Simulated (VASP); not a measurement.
Data:

```
CELL_PARAMETERS angstrom
     -1.74349     1.74349     1.74349
      1.74349    -1.74349     1.74349
      1.74349     1.74349    -1.74349
ATOMIC_POSITIONS crystal
  Li 0.00000 0.00000 0.00000
```

Computed with vdW-DF-cx, VASP's PBE PAW potentials (set 64) (plane waves; VASP 6.6.1). Run with 520 eV cut-off, 15×15×15 Γ-centred mesh, first-order Methfessel-Paxton smearing of 0.10 eV, potentials Li_sv.

Task: Give the energy at these volumes per atom, relative to the lowest: 19.78, 20.41, 21.04, 21.67, 22.30 Å³.

Result: 4.2, 1.2, 0.0, 0.4, 2.1 meV/atom. A third-order Birch-Murnaghan fit gives B0 = 12.8 GPa and B0′ = 3.4.

Measured: bulk modulus 13.8 GPa at 0 K (computed value off by -7.3 %), as given by H. Levämäki et al., Physical Review B (2014), arXiv:1402.3671 [corrected for temperature and zero-point phonon effects]; a 3.449 Å at 0 K (computed value off by +1.1 %), as given by Gábor I. Csonka et al., Physical Review B (2009), arXiv:0903.4037 [low-temperature or extrapolated to 0 K; zero-point anharmonic expansion removed].

The compound is Li in the bcc structure. It was relaxed first.
